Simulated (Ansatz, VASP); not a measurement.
# ZnS (Wurtzite-2H): VASP beside Ansatz, part 3 of 3

Wanted: the spread between two codes on one cell, functional and k mesh. The cell is taken from a series of runs on this material, whose earlier steps may have relaxed, scaled, displaced or heated it; both programs get it as it stands.

VASP 6.6.1 and Ansatz 0.2.0.

So far: The starting structure; Ansatz: zone-centre phonons, LDA; VASP: zone-centre phonons, LDA.

## 3. VASP: zone-centre phonons, LDA (continued)

Level of this step: LDA; plane waves and PAW (S, Zn) (VASP).

Numbers of over 12 decimals in the logs are rounded to 6 here.

Parts of OUTCAR (step 3):

```text
ion  position               nearest neighbor table
   1  0.333  0.667  0.379-   4 2.29   4 2.29   4 2.29   3 2.29
   2  0.667  0.333  0.879-   3 2.29   3 2.29   3 2.29   4 2.29
   3  0.333  0.667  0.006-   2 2.29   2 2.29   2 2.29   1 2.29
   4  0.667  0.333  0.506-   1 2.29   1 2.29   1 2.29   2 2.29

  LATTYP: Found a hexagonal cell.
 ALAT       =     3.7250804203
 C/A-ratio  =     1.6440425809

 Subroutine GETGRP returns: Found 12 space group operations
 (whereof  6 operations were pure point group operations)

The static configuration has the point symmetry C_3v.
 The point group associated with its full space group is C_6v.

 Found     95 irreducible k-points:

   k-points           NKPTS =     95   k-points in BZ     NKDIM =     95   number of bands    NBANDS=     24

   dimension x,y,z NGX =    28 NGY =   28 NGZ =   48
   dimension x,y,z NGXF=    56 NGYF=   56 NGZF=   96

   ENCUT  =  500.0 eV  36.75 Ry    6.06 a.u.   6.79  6.79 11.17*2*pi/ulx,y,z

   NELECT =      36.0000    total number of electrons

 k-points in reciprocal lattice and weights: Automatic mesh
   0.00000000  0.00000000  0.00000000       0.001
   0.08333333  0.00000000  0.00000000       0.005
   0.16666667  0.00000000  0.00000000       0.005
   0.25000000  0.00000000  0.00000000       0.005
   0.33333333  0.00000000  0.00000000       0.005
   0.41666667 -0.00000000  0.00000000       0.005
   0.50000000  0.00000000  0.00000000       0.003
   0.08333333  0.08333333  0.00000000       0.005
   0.16666667  0.08333333  0.00000000       0.010
[...]
-1.862540210  3.226014275  0.000000000     0.000000000  0.309980029  0.000000000
     0.000000000  0.000000000  6.124190828     0.000000000  0.000000000  0.163286878

 POSITION                                       TOTAL-FORCE (eV/Angst)
 -----------------------------------------------------------------------------------
     -0.00000      2.15068      2.32316        -0.000000      0.000000     -0.001080
      1.86254      1.07534      5.38525         0.000000     -0.000000     -0.001080
     -0.00000      2.15068      0.03466        -0.000000      0.000000      0.001080
      1.86254      1.07534      3.09675         0.000000      0.000000      0.001080
 -----------------------------------------------------------------------------------
    total drift:                               -0.000001     -0.000001     -0.000400

 MACROSCOPIC STATIC DIELECTRIC TENSOR (including local field effects in DFT)
 ------------------------------------------------------
           6.011071     0.000000     0.000000
           0.000000     6.011071    -0.000000
           0.000000     0.000000     6.142231
 ------------------------------------------------------

 PIEZOELECTRIC TENSOR (including local field effects)  for field in x, y, z        (C/m^2)
          XX          YY          ZZ          XY          YZ          ZX
  --------------------------------------------------------------------------------
  x     0.00000    -0.00000     0.00000    -0.00000     0.00000     0.36849
  y     0.00000     0.00000     0.00000     0.00000     0.36849     0.00000
  z     0.34337     0.34337    -0.72843     0.00000     0.00000     0.00000

 BORN EFFECTIVE CHARGES (including local field effects) (in |e|, cummulative output)
 ---------------------------------------------------------------------------------
 ion    1
    1    -1.82996    -0.00000     0.00000
    2    -0.00000    -1.82996    -0.00000
    3    -0.00000     0.00000    -1.93796
 ion    2
    1    -1.82996    -0.00000    -0.00000
    2    -0.00000    -1.82996     0.00000
    3    -0.00000     0.00000    -1.93796
 ion    3
    1     1.82996     0.00000    -0.00000
    2     0.00000     1.82996     0.00000
    3     0.00000    -0.00000     1.93796
 ion    4
    1     1.82996     0.00000     0.00000
    2     0.00000     1.82996     0.00000
    3     0.00000     0.00000     1.93796

 Eigenvectors and eigenvalues of the dynamical matrix
 ----------------------------------------------------

   1 f  =   10.655827 THz    66.952537 2PiTHz  355.440136 cm-1    44.068941 meV
             X         Y         Z           dx          dy          dz
     -0.000000  2.150676  2.323155     0.000000    0.000000    0.692181
      1.862540  1.075338  5.385251     0.000000   -0.000000   -0.692181
     -0.000000  2.150676  0.034658    -0.000000   -0.000000   -0.144517
      1.862540  1.075338  3.096754    -0.000000   -0.000000    0.144517

   2 f  =    9.175332 THz    57.650309 2PiTHz  306.056121 cm-1    37.946106 meV
             X         Y         Z           dx          dy          dz
     -0.000000  2.150676  2.323155    -0.501897   -0.340978    0.000000
      1.862540  1.075338  5.385251     0.501897    0.340978    0.000000
     -0.000000  2.150676  0.034658    -0.300334   -0.204041   -0.000000
      1.862540  1.075338  3.096754     0.300334    0.204041   -0.000000

   3 f  =    9.175332 THz    57.650309 2PiTHz  306.056121 cm-1    37.946106 meV
             X         Y         Z           dx          dy          dz
     -0.000000  2.150676  2.323155    -0.340978    0.501897   -0.000000
      1.862540  1.075338  5.385251     0.340978   -0.501897   -0.000000
     -0.000000  2.150676  0.034658    -0.204041    0.300334    0.000000
      1.862540  1.075338  3.096754     0.204041   -0.300334    0.000000

   4 f  =    8.995280 THz    56.519011 2PiTHz  300.050241 cm-1    37.201472 meV
             X         Y         Z           dx          dy          dz
     -0.000000  2.150676  2.323155    -0.479015   -0.325431    0.000000
      1.862540  1.075338  5.385251    -0.479015   -0.325431    0.000000
     -0.000000  2.150676  0.034658     0.335630    0.228018   -0.000000
      1.862540  1.075338  3.096754     0.335630    0.228018   -0.000000

   5 f  =    8.995280 THz    56.519011 2PiTHz  300.050241 cm-1    37.201472 meV
             X         Y         Z           dx          dy          dz
     -0.000000  2.150676  2.323155    -0.325431    0.479015   -0.000000
      1.862540  1.075338  5.385251    -0.325431    0.479015   -0.000000
     -0.000000  2.150676  0.034658     0.228018   -0.335630    0.000000
      1.862540  1.075338  3.096754     0.228018   -0.335630    0.000000

   6 f  =    8.898008 THz    55.907833 2PiTHz  296.805599 cm-1    36.799188 meV
             X         Y         Z           dx          dy          dz
     -0.000000  2.150676  2.323155    -0.000000    0.000000    0.578601
      1.862540  1.075338  5.385251    -0.000000    0.000000    0.578601
     -0.000000  2.150676  0.034658     0.000000   -0.000000   -0.406474
      1.862540  1.075338  3.096754     0.000000   -0.000000   -0.406474

   7 f  =    6.083596 THz    38.224361 2PiTHz  202.926922 cm-1    25.159720 meV
             X         Y         Z           dx          dy          dz
     -0.000000  2.150676  2.323155     0.000000   -0.000000    0.144517
      1.862540  1.075338  5.385251     0.000000   -0.000000   -0.144517
     -0.000000  2.150676  0.034658    -0.000000    0.000000    0.692181
      1.862540  1.075338  3.096754     0.000000   -0.000000   -0.692181

   8 f  =    2.069469 THz    13.002858 2PiTHz   69.030061 cm-1     8.558633 meV
             X         Y         Z           dx          dy          dz
     -0.000000  2.150676  2.323155    -0.300330   -0.204047   -0.000000
      1.862540  1.075338  5.385251     0.300330    0.204047   -0.000000
     -0.000000  2.150676  0.034658     0.501890    0.340989   -0.000000
      1.862540  1.075338  3.096754    -0.501890   -0.340989   -0.000000

   9 f  =    2.069469 THz    13.002858 2PiTHz   69.030061 cm-1     8.558633 meV
             X         Y         Z           dx          dy          dz
     -0.000000  2.150676  2.323155     0.204047   -0.300330    0.000000
      1.862540  1.075338  5.385251    -0.204047    0.300330    0.000000
     -0.000000  2.150676  0.034658    -0.340989    0.501890    0.000000
      1.862540  1.075338  3.096754     0.340989   -0.501890    0.000000

  10 f/i=    0.002378 THz     0.014941 2PiTHz    0.079320 cm-1     0.009834 meV
             X         Y         Z           dx          dy          dz
     -0.000000  2.150676  2.323155    -0.009077    0.405656   -0.000000
      1.862540  1.075338  5.385251    -0.009077    0.405656   -0.000000
     -0.000000  2.150676  0.034658    -0.012954    0.578958   -0.000000
      1.862540  1.075338  3.096754    -0.012954    0.578958   -0.000000

  11 f/i=    0.002378 THz     0.014941 2PiTHz    0.079320 cm-1     0.009834 meV
             X         Y         Z           dx          dy          dz
     -0.000000  2.150676  2.323155     0.405656    0.009077    0.000000
      1.862540  1.075338  5.385251     0.405656    0.009077    0.000000
     -0.000000  2.150676  0.034658     0.578958    0.012954    0.000000
      1.862540  1.075338  3.096754     0.578958    0.012954    0.000000

  12 f/i=    0.013355 THz     0.083910 2PiTHz    0.445464 cm-1     0.055230 meV
             X         Y         Z           dx          dy          dz
     -0.000000  2.150676  2.323155    -0.000000   -0.000000    0.406474
      1.862540  1.075338  5.385251    -0.000000   -0.000000    0.406474
     -0.000000  2.150676  0.034658    -0.000000   -0.000000    0.578601
      1.862540  1.075338  3.096754    -0.000000   -0.000000    0.578601

 MACROSCOPIC STATIC DIELECTRIC TENSOR IONIC CONTRIBUTION
 ------------------------------------------------------
           2.311368     0.000000    -0.000000
           0.000000     2.311368     0.000000
          -0.000000     0.000000     2.646854
 ------------------------------------------------------

 ELASTIC MODULI CONTR FROM IONIC RELAXATION (kBar)
 Direction    XX          YY          ZZ          XY          YZ          ZX
 --------------------------------------------------------------------------------
 XX        -402.2658    159.8519    217.9414     -0.0000      0.0000      0.0000
 YY         159.8519   -402.2658    217.9414     -0.0000     -0.0000     -0.0000
 ZZ         217.9414    217.9414   -391.8787      0.0000      0.0000     -0.0000
 XY          -0.0000     -0.0000      0.0000   -281.0588      0.0000      0.0000
 YZ           0.0000     -0.0000      0.0000     -0.0000   -108.3666     -0.0000
 ZX           0.0000     -0.0000     -0.0000      0.0000     -0.0000   -123.9333
 --------------------------------------------------------------------------------

 PIEZOELECTRIC TENSOR IONIC CONTR  for field in x, y, z        (C/m^2)
          XX          YY          ZZ          XY          YZ          ZX
  --------------------------------------------------------------------------------
  x     0.00000    -0.00000    -0.00000    -0.00000    -0.00000    -0.50362
  y    -0.00000     0.00000     0.00000     0.00000    -0.47093    -0.00000
  z    -0.53297    -0.53297     0.95833    -0.00000    -0.00000     0.00000
```

The gap is read on the k-mesh alone, so it is an upper bound where the band edges lie off the mesh. Energies printed during the response cycles are not total energies of the cell. The dielectric response converges more slowly with the mesh than energies do, so tensor and charges may still move on a finer one.

## 4. Differences

Known differences besides the potentials themselves: the two LDA forms differ slightly; fixed occupations in Ansatz, narrow Gaussian smearing in VASP; VASP's response is taken on the typed mesh, Ansatz refines its own for the field response alone; the cutoff is 420 eV in Ansatz and 500 eV in VASP; VASP's log shows a relativistic correction to its local exchange, Ansatz's none. Total energies have different zeros and are not compared.

Compared:

| quantity | Ansatz | VASP | difference |
| --- | --- | --- | --- |
| ε∞ xx | 6.06 | 6.01 | +0.79 % |
| ε∞ yy | 6.06 | 6.01 | +0.79 % |
| ε∞ zz | 6.19 | 6.14 | +0.85 % |
| Born charge of S1 (mean of the diagonal) (e) | -1.85 | -1.87 | +0.01 |
| Born charge of Zn3 (mean of the diagonal) (e) | 1.85 | 1.87 | -0.01 |
| optical mode 1 to 2 (cm⁻¹) | 69.5 | 69.0 | +0.72 % |
| optical mode 3 (cm⁻¹) | 201.7 | 202.9 | -0.59 % |
| optical mode 4 (cm⁻¹) | 294.7 | 296.8 | -0.71 % |
| optical mode 5 to 6 (cm⁻¹) | 298.5 | 300.1 | -0.53 % |
| optical mode 7 to 8 (cm⁻¹) | 304.6 | 306.1 | -0.49 % |
| optical mode 9 (cm⁻¹) | 353.9 | 355.4 | -0.42 % |

Modes are paired by rising frequency, not by their patterns, so a pair may set unlike modes beside each other; they are those without the splitting of longitudinal modes.

## 5. What came out

```yaml
r_m_s_difference_of_the_optical_zone_centre_modes_each_program_s_sorted_by_frequency_zone_centre_phonons_lda: 1.4 cm⁻¹
difference_in_eps_infinity_zz_zone_centre_phonons_lda: +0.8 %
```

**Reading.** The r.m.s. difference of the optical zone-centre modes, each program's sorted by frequency is 1.4 cm⁻¹ (zone-centre phonons, LDA). Among the rows given in per cent, the largest difference of the zone-centre phonons, LDA pair is in ε∞ zz, +0.8 %. Such differences can come from data sets, numerical settings and the points named under the comparisons, not from the functional's error against experiment.

[Lines on the potential files, build, host, timing and source positions are cut from VASP's logs without a mark.]

[Logs are printed without paths, hosts, clocks, repeated set-up lines and the standing remarks that a program may print on its own settings, such as how far it seeks lower states.]

[Hosts, paths, dates, database ids (printed as entryN), source tags and the programs' standing remarks are cut or masked in the printed files.]
